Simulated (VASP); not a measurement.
Method: PBEsol GGA, VASP's PBE PAW potentials (set 64) (plane waves; VASP).

VASP input:

### KPOINTS
```
k-points along high-symmetry lines
10
Line-mode
Reciprocal
  0.000000   0.000000   0.000000 ! GAMMA
  0.500000   0.000000   0.000000 ! M

  0.500000   0.000000   0.000000 ! M
  0.333333   0.333333   0.000000 ! K

  0.333333   0.333333   0.000000 ! K
  0.000000   0.000000   0.000000 ! GAMMA

  0.000000   0.000000   0.000000 ! GAMMA
  0.000000   0.000000   0.500000 ! A

  0.000000   0.000000   0.500000 ! A
  0.500000   0.000000   0.500000 ! L

  0.500000   0.000000   0.500000 ! L
  0.333333   0.333333   0.500000 ! H

  0.333333   0.333333   0.500000 ! H
  0.000000   0.000000   0.500000 ! A

  0.500000   0.000000   0.500000 ! L
  0.500000   0.000000   0.000000 ! M

  0.333333   0.333333   0.500000 ! H
  0.333333   0.333333   0.000000 ! K
```

### POSCAR
```
Cd3ZnS4
1
    2.0134651780    -3.4874241273    -0.0000000000
    2.0134651780     3.4874241273     0.0000000000
    0.0000000000    -0.0000000000    13.2681989626
Zn Cd S
1 3 4
Direct
  0.6666670000   0.3333330000   0.2497718256
  0.3333330000   0.6666670000   0.0107055796
  0.6666670000   0.3333330000   0.7517849585
  0.3333330000   0.6666670000   0.4931466741
  0.6666670000   0.3333330000   0.4244430298
  0.3333330000   0.6666670000   0.2007508669
  0.6666670000   0.3333330000   0.9409825418
  0.3333330000   0.6666670000   0.6824145240
```

**INCAR**
```
SYSTEM = Cd3ZnS4
PREC = Accurate; ENCUT = 400; LREAL = .FALSE.
LASPH = .TRUE.; ICHARG = 11
EDIFF = 1E-7; NELM = 100; ALGO = Normal
LMAXMIX = 4
ISMEAR = 0; SIGMA = 0.05
GGA = PS
LWAVE = .FALSE.; LCHARG = .FALSE.; LORBIT = 11
```

POTCAR, in this order: Zn Cd S (PBE.64 set). Program: vasp_std. Read from the step before: CHGCAR.

The resulting files:

### OSZICAR
```
       N       E                     dE             d eps       ncg     rms          rms(c)
DAV:   1     0.510601617554E+03    0.51060E+03   -0.30101E+04  7740   0.138E+03
DAV:   2     0.189885717104E+02   -0.49161E+03   -0.47852E+03  8288   0.370E+02
DAV:   3    -0.251915680011E+02   -0.44180E+02   -0.43535E+02  8843   0.112E+02
DAV:   4    -0.263608387646E+02   -0.11693E+01   -0.11653E+01  9005   0.177E+01
DAV:   5    -0.263816180407E+02   -0.20779E-01   -0.20763E-01  9094   0.228E+00
DAV:   6    -0.263821681791E+02   -0.55014E-03   -0.54998E-03  8954   0.378E-01
DAV:   7    -0.263821910865E+02   -0.22907E-04   -0.22905E-04  9270   0.665E-02
DAV:   8    -0.263821917075E+02   -0.62097E-06   -0.62086E-06  8947   0.117E-02
DAV:   9    -0.263821917343E+02   -0.26815E-07   -0.26837E-07  7140   0.215E-03
   1 F= -.26382192E+02 E0= -.26382192E+02  d E =-.898461E-15
```

File OUTCAR:
```
 val. band max:        1.5375849767   @ k =   0.0000   0.0000   0.0000

 cond. band min:       2.7077989229   @ k =   0.0000   0.0000   0.0000



 k-point     1 :       0.0000    0.0000    0.0000
  band No.  band energies     occupation
      1     -11.1945      2.00000
      2     -10.8818      2.00000
      3     -10.7920      2.00000
      4     -10.5484      2.00000
      5      -6.2666      2.00000
      6      -6.2666      2.00000
      7      -6.2544      2.00000
      8      -6.2357      2.00000
      9      -6.2357      2.00000
     10      -6.1974      2.00000
     11      -6.1974      2.00000
     12      -6.1210      2.00000
     13      -5.8218      2.00000
     14      -5.8218      2.00000
     15      -5.7855      2.00000
     16      -5.7855      2.00000
     17      -5.7466      2.00000
     18      -5.7466      2.00000
     19      -5.6770      2.00000
     20      -4.7605      2.00000
     21      -4.7605      2.00000
     22      -4.5684      2.00000
     23      -4.4261      2.00000
     24      -4.4261      2.00000
     25      -3.3139      2.00000
     26      -1.2640      2.00000
     27      -1.1876      2.00000
     28       0.5141      2.00000
     29       0.5141      2.00000
     30       1.0312      2.00000
     31       1.0312      2.00000
     32       1.1792      2.00000
     33       1.1792      2.00000
     34       1.3530      2.00000
     35       1.5376      2.00000
     36       1.5376      2.00000
     37       2.7078      0.00000
     38       4.0093      0.00000
     39       4.5077      0.00000
     40       4.6236      0.00000
     41       7.2539      0.00000
     42       7.5817      0.00000
     43       7.6475      0.00000

 k-point     2 :       0.0556    0.0000    0.0000
  band No.  band energies     occupation
      1     -11.1797      2.00000
      2     -10.8710      2.00000
      3     -10.7821      2.00000
      4     -10.5420      2.00000
      5      -6.2612      2.00000
      6      -6.2606      2.00000
...
```

The density is held fixed in this step, so its total energy and stress have no physical meaning.

The structure was generated: Cd3ZnS4 was put into an ordered model structure (P3m1), which need not be its known phase. It was relaxed first.
